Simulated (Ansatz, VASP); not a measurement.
Two plane-wave programs on AlGa

File INCAR:

```
ALGO = Fast
EDIFF = 1E-6
ENCUT = 520
GGA = PE
ISIF = 2
ISMEAR = 0
LASPH = T
LCHARG = F
LREAL = F
LWAVE = F
NBANDS = 15
NELM = 100
PREC = Accurate
SIGMA = 0.1
```

KPOINTS

```
k-points
0
Gamma
  6 6 6
```

Contents of POSCAR:

```
AlGa
1.0
    0.0000000000      2.6585611600      2.6585611600
    2.6585611600      0.0000000000      2.6585611600
    2.6585611600      2.6585611600      0.0000000000
Al Ga
1 1
Direct
    0.5000000000      0.5000000000      0.5000000000
    0.0000000000      0.0000000000      0.0000000000
```

Input for Ansatz:

```yaml
crystal:
  lattice:
    - [0.0, 2.65856116, 2.65856116]
    - [2.65856116, 0.0, 2.65856116]
    - [2.65856116, 2.65856116, 0.0]
  atoms:
    - { symbol: Al, position: [0.5, 0.5, 0.5] }
    - { symbol: Ga, position: [0.0, 0.0, 0.0] }
basis:
  ecutwfc: 420
kpoints:
  mp_grid: { grid: [6, 6, 6] }
hamiltonian:
  xc: pbe
scf:
  occupations: { method: gaussian, width: 0.1 }
  lower_state_search: "off"
output:
  forces: true
  stress: true
  eigenvalues: true
```

Alike in both runs: task single point; functional PBE; k mesh 6 × 6 × 6; occupations gaussian, width 0.1 eV; no spin polarisation.

|  | VASP | Ansatz |
| --- | --- | --- |
| version | VASP 6.6.1 | Ansatz 0.2.0 |
| potentials or method | VASP PAW PBE potentials, release 64 (Al, Ga_d) | scalar-relativistic, plane waves, PAW |
| plane-wave cutoff (eV) | 520 | 420 |
| valence electrons in the cell | 16 | 16 |

```csv
,VASP,Ansatz,Ansatz less VASP
gap on the k mesh at the Fermi level (eV),none,none,-
pressure (GPa),2.3,2.2,-0.02
```

A gap of «none» marks a metal or a gap that the smearing closes. With one functional, cell and mesh, what is left measures potentials, basis and numerics.
